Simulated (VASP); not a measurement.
```yaml
crystal:
  lattice:
    - [0.00000, 2.98067, 2.98067]
    - [2.98067, 0.00000, 2.98067]
    - [2.98067, 2.98067, 0.00000]
  atoms:
    - { symbol: Li, position: [0.25000, 0.25000, 0.25000] }
    - { symbol: Li, position: [0.75000, 0.75000, 0.75000] }
    - { symbol: Se, position: [0.00000, 0.00000, 0.00000] }
```

The numbers are results of revTPSS meta-GGA, VASP's PBE PAW potentials (set 64) (plane waves; VASP), not measurements. Run with 520 eV cut-off, 7×7×7 Γ-centred mesh, tetrahedra with Blöchl corrections, potentials Li_sv Se.

Q: Give the energies of bands 4 to 9 at the high-symmetry points, in eV from the valence-band maximum.

A: 
```json
[
 {"band": "4", "Γ": "0.00", "X": "-2.37", "U": "-2.17", "L": "-3.03", "W": "-1.97"},
 {"band": "5", "Γ": "0.00", "X": "-1.48", "U": "-2.14", "L": "-0.54", "W": "-1.97"},
 {"band": "6", "Γ": "0.00", "X": "-1.48", "U": "-1.20", "L": "-0.54", "W": "-1.82"},
 {"band": "7", "Γ": "3.69", "X": "3.01", "U": "4.21", "L": "5.56", "W": "5.20"},
 {"band": "8", "Γ": "5.99", "X": "6.58", "U": "7.66", "L": "6.25", "W": "6.80"},
 {"band": "9", "Γ": "5.99", "X": "10.82", "U": "8.93", "L": "6.25", "W": "8.52"}
]
```

The gap is indirect, 3.01 eV, from the valence maximum at Γ to the conduction minimum at X.

The compound is Li2Se in the antifluorite structure. It was relaxed first.
